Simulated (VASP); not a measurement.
```
Be3ZnO4
1.0
    1.40321    -2.43043     0.00000
    1.40321     2.43043     0.00000
    0.00000     0.00000     9.39954
Zn Be O
1 3 4
Direct
  0.66667   0.33333   0.25812
  0.33333   0.66667   0.98239
  0.66667   0.33333   0.75305
  0.33333   0.66667   0.52252
  0.66667   0.33333   0.46616
  0.33333   0.66667   0.15327
  0.66667   0.33333   0.92531
  0.33333   0.66667   0.69517
```

All values below come from PBEsol GGA, VASP's PBE PAW potentials (set 64) (plane waves; VASP). Run with 520 eV cut-off, 10×10×3 Γ-centred mesh, tetrahedra with Blöchl corrections, potentials Zn Be O.

The cores are frozen, which limits the accuracy of field gradients.

Task: Give the principal components of the electric field gradient (V/Å²) and the asymmetry η at each nucleus.

Result: 
```
atom    Vxx    Vyy    Vzz     η
----  -----  -----  -----  ----
Zn1     5.5    5.5  -11.1  0.00
Be2     0.5    0.5   -1.0  0.00
Be3     1.3    1.3   -2.6  0.00
Be4     1.1    1.1   -2.3  0.00
O5    -11.7  -11.7   23.4  0.00
O6    -27.6  -27.6   55.1  0.00
O7      4.7    4.7   -9.5  0.00
O8      4.0    4.0   -8.0  0.00
```

The structure was generated: Be3ZnO4 was put into an ordered model structure (P3m1), which need not be its known phase. It was relaxed first.
